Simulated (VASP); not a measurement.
Here is a VASP 6.6.1 calculation.

The input POSCAR:

```
Ge
1.0
   -0.0000000000      2.8805013358      2.8805013358
    2.8805013358      0.0000000000      2.8805013358
    2.8805013358      2.8805013358      0.0000000000
  Ge
     2
Direct
     1.0000000000000000    1.0000000000000000    1.0000000000000000
     0.2500000000000000    0.2500000000000000    0.2500000000000000
```

File INCAR.step1:

```
ALGO     = Fast           # electronic algorithm
EDIFF    = 1E-8           # SCF threshold, eV
EDIFFG   = -0.002         # ionic threshold
ENCUT    = 600            # plane-wave cutoff, eV
GGA      = PE             # functional
IBRION   = 2              # ionic algorithm
ISIF     = 3              # what is computed and relaxed
ISMEAR   = 0              # smearing method
LASPH    = True           # aspherical terms in the spheres
LCHARG   = False          # write CHGCAR
LREAL    = False          # projectors in reciprocal space
LWAVE    = False          # write WAVECAR
NELM     = 80             # most SCF steps
NSW      = 40             # ionic steps
PREC     = Accurate       # precision mode
SIGMA    = 0.03           # smearing width, eV
```

Contents of INCAR.step2:

```
ALGO     = Fast           # electronic algorithm
EDIFF    = 1E-8           # SCF threshold, eV
ENCUT    = 600            # plane-wave cutoff, eV
GGA      = PE             # functional
IBRION   = 6              # ionic algorithm
ISIF     = 3              # what is computed and relaxed
ISMEAR   = 0              # smearing method
LASPH    = True           # aspherical terms in the spheres
LCHARG   = False          # write CHGCAR
LREAL    = False          # projectors in reciprocal space
LWAVE    = False          # write WAVECAR
NELM     = 80             # most SCF steps
NFREE    = 2            
NSW      = 1              # ionic steps
POTIM    = 0.015          # step
PREC     = Accurate       # precision mode
SIGMA    = 0.03           # smearing width, eV
```

Contents of KPOINTS:

```
k-points
0
Gamma
  10 10 10
```

Potentials or basis: VASP PAW PBE potentials, release 64 (Ge_d).

Command:

```console
$ cat potpaw_PBE.64/Ge_d/POTCAR > POTCAR
$ cp INCAR.step1 INCAR
$ mpirun -np 1 vasp_std > vasp.out
$ cp CONTCAR POSCAR
$ cp INCAR.step2 INCAR
$ mpirun -np 1 vasp_std > vasp.out
```

**Question.** Estimate the elastic constants C11, C12, C44.

**Answer.** 102, 37, 54 GPa.

**Question.** Estimate the Voigt bulk modulus.

**Answer.** 59 GPa.

**Question.** Estimate the highest phonon frequency at Γ.

**Answer.** 283 cm⁻¹.

Clamped-ion elastic tensor (GPa):
```
102  37  37   0   0   0
 37 102  37   0   0   0
 37  37 102   0   0   0
  0   0   0  70   0   0
  0   0   0   0  70   0
  0   0   0   0   0  70
```
